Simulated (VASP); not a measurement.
Output of a VASP run:

File OUTCAR:
```
 ion  position               nearest neighbor table
   1  0.333  0.667  0.250-   4 2.42   5 2.42   4 2.42   5 2.42   4 2.42   5 2.42
   2  0.667  0.333  0.750-   3 2.42   6 2.42   3 2.42   6 2.42   3 2.42   6 2.42
   3  0.333  0.667  0.879-   2 2.42   2 2.42   2 2.42
   4  0.667  0.333  0.379-   1 2.42   1 2.42   1 2.42
   5  0.667  0.333  0.121-   1 2.42   1 2.42   1 2.42
   6  0.333  0.667  0.621-   2 2.42   2 2.42   2 2.42
  LATTYP: Found a hexagonal cell.
 ALAT       =     3.1599997610
 C/A-ratio  =     3.8924053577
 Subroutine PRICEL returns:
 Original cell was already a primitive cell.
 Subroutine GETGRP returns: Found 24 space group operations
The static configuration has the point symmetry D_3d.
 The point group associated with its full space group is D_6h.
The dynamic configuration has the point symmetry D_3d.
 Subroutine INISYM returns: Found 24 space group operations
 Subroutine IBZKPT returns following result:
 Found     24 irreducible k-points:

 Following reciprocal coordinates:
            Coordinates               Weight
  0.000000  0.000000  0.000000      1.000000
  0.111111 -0.000000  0.000000      6.000000
  0.222222 -0.000000  0.000000      6.000000
  0.333333 -0.000000  0.000000      6.000000
  0.444444 -0.000000  0.000000      6.000000
  0.111111  0.111111  0.000000      6.000000
  0.222222  0.111111  0.000000     12.000000
  0.333333  0.111111  0.000000     12.000000
  0.444444  0.111111  0.000000      6.000000
  0.222222  0.222222  0.000000      6.000000
  0.333333  0.222222  0.000000     12.000000
  0.333333  0.333333  0.000000      2.000000
  0.000000  0.000000  0.500000      1.000000
  0.111111 -0.000000  0.500000      6.000000
  0.222222 -0.000000  0.500000      6.000000
  0.333333 -0.000000  0.500000      6.000000
  0.444444 -0.000000  0.500000      6.000000
  0.111111  0.111111  0.500000      6.000000
  0.222222  0.111111  0.500000     12.000000
  0.333333  0.111111  0.500000     12.000000
  0.444444  0.111111  0.500000      6.000000
  0.222222  0.222222  0.500000      6.000000
  0.333333  0.222222  0.500000     12.000000
  0.333333  0.333333  0.500000      2.000000
   k-points           NKPTS =     24   k-points in BZ     NKDIM =     24   number of bands    NBANDS=     31
   number of dos      NEDOS =    301   number of ions     NIONS =      6
   total plane-waves  NPLWV =  46080
   dimension x,y,z NGX =    24 NGY =   24 NGZ =   80
   dimension x,y,z NGXF=    48 NGYF=   48 NGZF=  160
   ions per type =               2   4
   PREC   = accura    normal or accurate (medium, high low for compatibility)
   ISTART =      0    job   : 0-new  1-cont  2-samecut
   ICHARG =      2    charge: 1-file 2-atom 10-const
   ISPIN  =      1    spin polarized calculation?
   LNONCOLLINEAR =      F non collinear calculations
   LSORBIT =      F    spin-orbit coupling
   INIWAV =      1    electr: 0-lowe 1-rand  2-diag
   ENCUT  =  400.0 eV  29.40 Ry    5.42 a.u.   5.15  5.15 20.06*2*pi/ulx,y,z
   NELM   =    100;   NELMIN=  2; NELMDL= -5     # of ELM steps
   EDIFF  = 0.1E-05   stopping-criterion for ELM
   LREAL  =      F    real-space projection
   NLSPLINE    = F    spline interpolate recip. space projectors
   LMAXMIX     =    4 max onsite mixed and CHGCAR
   VOSKOWN=      0    Vosko Wilk Nusair interpolation
   EDIFFG = -.1E-01   stopping-criterion for IOM
   NSW    =     60    number of steps for IOM
   NBLOCK =      1;   KBLOCK =     60    inner block; outer block
   IBRION =      2    ionic relax: 0-MD 1-quasi-New 2-CG
   NFREE  =      1    steps in history (QN), initial steepest desc. (CG)
   ISIF   =      3    stress and relaxation
   ISYM   =      2    0-nonsym 1-usesym 2-fastsym
   TEIN   =    0.0    initial temperature
   TEBEG  =    0.0;   TEEND  =   0.0 temperature during run
   SMASS  =  -3.00    Nose mass-parameter (am)
   PSTRESS=    0.0 pullay stress
   NELECT =      52.0000    total number of electrons
   EFERMI =   0.00;   METHOD = LEGACY
   ISMEAR =     0;   SIGMA  =   0.05  broadening in eV -4-tet -1-fermi 0-gaus
...
```

**OSZICAR**
```
...
DAV:   1    -0.468999970599E+02   -0.32943E-04   -0.85837E-04  1520   0.210E-01    0.494E-02
DAV:   2    -0.468999743905E+02    0.22669E-04   -0.21709E-04  1700   0.894E-02    0.280E-02
DAV:   3    -0.468999673434E+02    0.70470E-05   -0.29738E-05  1493   0.268E-02    0.648E-03
DAV:   4    -0.468999662749E+02    0.10685E-05   -0.47996E-06  1419   0.117E-02    0.327E-03
DAV:   5    -0.468999659325E+02    0.34238E-06   -0.43526E-07   856   0.464E-03
  10 F= -.46899966E+02 E0= -.46899966E+02  d E =-.656243E-03
       N       E                     dE             d eps       ncg     rms          rms(c)
DAV:   1    -0.469014307870E+02   -0.14645E-02   -0.64754E-02  1488   0.170E+00    0.350E-01
DAV:   2    -0.469004734508E+02    0.95734E-03   -0.37719E-03  1629   0.356E-01    0.133E-01
DAV:   3    -0.469002642608E+02    0.20919E-03   -0.44840E-04  1703   0.133E-01    0.511E-02
DAV:   4    -0.469002223911E+02    0.41870E-04   -0.88333E-05  1806   0.503E-02    0.308E-02
DAV:   5    -0.469002177323E+02    0.46587E-05   -0.21902E-05  1830   0.255E-02    0.783E-03
DAV:   6    -0.469002178324E+02   -0.10010E-06   -0.40017E-06  1458   0.978E-03
  11 F= -.46900218E+02 E0= -.46900218E+02  d E =-.251900E-03
       N       E                     dE             d eps       ncg     rms          rms(c)
DAV:   1    -0.469002917796E+02   -0.74047E-04   -0.34243E-03  1488   0.390E-01    0.801E-02
DAV:   2    -0.469002407433E+02    0.51036E-04   -0.20182E-04  1657   0.823E-02    0.308E-02
DAV:   3    -0.469002296009E+02    0.11142E-04   -0.23620E-05  1711   0.305E-02    0.118E-02
DAV:   4    -0.469002275081E+02    0.20928E-05   -0.46602E-06  1602   0.116E-02    0.714E-03
DAV:   5    -0.469002274730E+02    0.35195E-07   -0.10743E-06   898   0.647E-03
  12 F= -.46900227E+02 E0= -.46900227E+02  d E =-.261540E-03
       N       E                     dE             d eps       ncg     rms          rms(c)
DAV:   1    -0.469002283633E+02   -0.85515E-06   -0.47218E-05  1488   0.462E-02    0.907E-03
DAV:   2    -0.469002276328E+02    0.73049E-06   -0.25884E-06  1100   0.959E-03
  13 F= -.46900228E+02 E0= -.46900228E+02  d E =-.261700E-03
       N       E                     dE             d eps       ncg     rms          rms(c)
DAV:   1    -0.469002307835E+02   -0.24202E-05   -0.18325E-04  1488   0.906E-02    0.187E-02
DAV:   2    -0.469002273709E+02    0.34126E-05   -0.11609E-05  1677   0.198E-02    0.785E-03
DAV:   3    -0.469002266169E+02    0.75404E-06   -0.13467E-06   891   0.752E-03
  14 F= -.46900227E+02 E0= -.46900227E+02  d E =-.260684E-03
       N       E                     dE             d eps       ncg     rms          rms(c)
DAV:   1    -0.469002267343E+02    0.63663E-06   -0.38613E-05  1488   0.421E-02    0.798E-03
DAV:   2    -0.469002259149E+02    0.81935E-06   -0.22476E-06  1037   0.903E-03
  15 F= -.46900226E+02 E0= -.46900226E+02  d E =-.259982E-03
       N       E                     dE             d eps       ncg     rms          rms(c)
DAV:   1    -0.469002482930E+02   -0.21559E-04   -0.95549E-04  1509   0.170E-01    0.433E-02
DAV:   2    -0.469002478102E+02    0.48275E-06   -0.86437E-05  1788   0.458E-02    0.142E-02
DAV:   3    -0.469002468671E+02    0.94307E-06   -0.23149E-05  1425   0.240E-02    0.162E-02
DAV:   4    -0.469002461158E+02    0.75133E-06   -0.20557E-06  1163   0.863E-03
  16 F= -.46900246E+02 E0= -.46900246E+02  d E =-.202009E-04
```

OUTCAR:
```
------------------------ aborting loop because EDIFF is reached ----------------------------------------
  FORCE on cell =-STRESS in cart. coord.  units (eV):
  Direction    XX          YY          ZZ          XY          YZ          ZX
  --------------------------------------------------------------------------------------
  Total        0.0422014      0.0422014     -0.0013711      0.0000000      0.0000000      0.0000000
  in kB        0.6392796      0.6392795     -0.0207696      0.0000000      0.0000000      0.0000000
  external PRESSURE =       0.4192632 kB  Pullay stress =       0.0000000 kB
  volume of cell :      105.77
      direct lattice vectors                 reciprocal lattice vectors
     1.569324759 -2.718149945 -0.000000000     0.318608368 -0.183948645  0.000000000
     1.569324759  2.718149945 -0.000000000     0.318608368  0.183948645 -0.000000000
    -0.000000000  0.000000000 12.397395614     0.000000000  0.000000000  0.080662103
 POSITION                                       TOTAL-FORCE (eV/Angst)
 -----------------------------------------------------------------------------------
      1.56932      0.90605      3.09935        -0.000000     -0.000000      0.000000
      1.56932     -0.90605      9.29805         0.000000      0.000000      0.000000
      1.56932      0.90605     10.85772        -0.000000      0.000000     -0.004066
      1.56932     -0.90605      4.65903        -0.000000     -0.000000     -0.004066
      1.56932     -0.90605      1.53967        -0.000000     -0.000000      0.004066
      1.56932      0.90605      7.73837         0.000000     -0.000000      0.004066
 -----------------------------------------------------------------------------------
    total drift:                               -0.000218      0.001593     -0.000031
  FREE ENERGIE OF THE ION-ELECTRON SYSTEM (eV)
  ---------------------------------------------------
  free  energy   TOTEN  =       -46.9002461158 eV

  energy  without entropy=      -46.9002461158  energy(sigma->0) =      -46.90024612

 reached required accuracy - stopping structural energy minimisation
```
(Selected blocks of OUTCAR.)

### POSCAR
```
MoS2
1
    1.5800000000    -2.7366400000     0.0000000000
    1.5800000000     2.7366400000     0.0000000000
    0.0000000000     0.0000000000    12.3000000000
Mo S
2 4
Direct
  0.3333330000   0.6666670000   0.2500000000
  0.6666670000   0.3333330000   0.7500000000
  0.3333330000   0.6666670000   0.8790000000
  0.6666670000   0.3333330000   0.3790000000
  0.6666670000   0.3333330000   0.1210000000
  0.3333330000   0.6666670000   0.6210000000
```

Task: Reconstruct the remaining input files.

Result: Several could match; the one computed here: the input of the run itself, PBEsol GGA, plane waves, VASP's PBE PAW potentials (set 64).

INCAR:
```
SIGMA=0.05   # width (eV)
IBRION=2   # conjugate gradients
EDIFFG=-0.01
ALGO=Normal   # blocked Davidson
LASPH=.TRUE.
LMAXMIX=4
LWAVE=.FALSE.
EDIFF=1E-6   # SCF stop (eV)
GGA=PS   # PBEsol
NSW=60   # most ionic steps
LREAL=.FALSE.
ISMEAR=0   # Gaussian
SYSTEM=MoS2
PREC=Accurate
NELM=100
ENCUT=400   # plane-wave cut-off (eV)
ISIF=3   # ions, shape and volume
LCHARG=.FALSE.
```

### KPOINTS
```
Automatic mesh
0
Gamma
9 9 2
0 0 0
```

POTCAR, in this order: Mo_sv S (PBE.64 set). Program: vasp_std.

Without a dispersion term in the relaxation, distances and binding between the weakly bound layers, chains or molecules are unreliable, and so is what depends on them.

The compound is MoS2 in the 2H layered structure. This run relaxes it. Symmetry was kept, so distortions that lower it aren't found.
